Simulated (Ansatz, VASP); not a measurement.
One calculation of CsRe, two programs

```
CELL_PARAMETERS angstrom
0.00000 3.42230 3.42230
3.42230 0.00000 3.42230
3.42230 3.42230 0.00000
ATOMIC_POSITIONS crystal
Cs 0.25000 0.25000 0.25000
Re 0.50000 0.50000 0.50000
```

The cell was built by a generator and needn't be a form met in nature.

Alike in both runs: task band structure; functional PBE; k mesh 7 × 7 × 7; occupations fermi-dirac, width 0.05 eV; no spin polarisation.

```csv
,VASP,Ansatz
version,VASP 6.6.1,Ansatz 0.2.0
potentials or method,"VASP PAW PBE potentials, release 64 (Cs_sv, Re_pv)",Ansatz PAW
plane-wave cutoff (eV),600,420
valence electrons in the cell,22,24
```

Ansatz gave:

- gap on the k mesh at the Fermi level (eV): none
- pressure (GPa): -1.5

Problem. Which values does VASP return?

Solution. gap on the k mesh at the Fermi level (eV): none; pressure (GPa): -0.7.

A gap of «none» marks a metal or a gap that the smearing closes. The two sets of potentials don't hold the same shells in valence.

Caveats: spin-orbit coupling is left out, which moves the levels of the heavy elements.
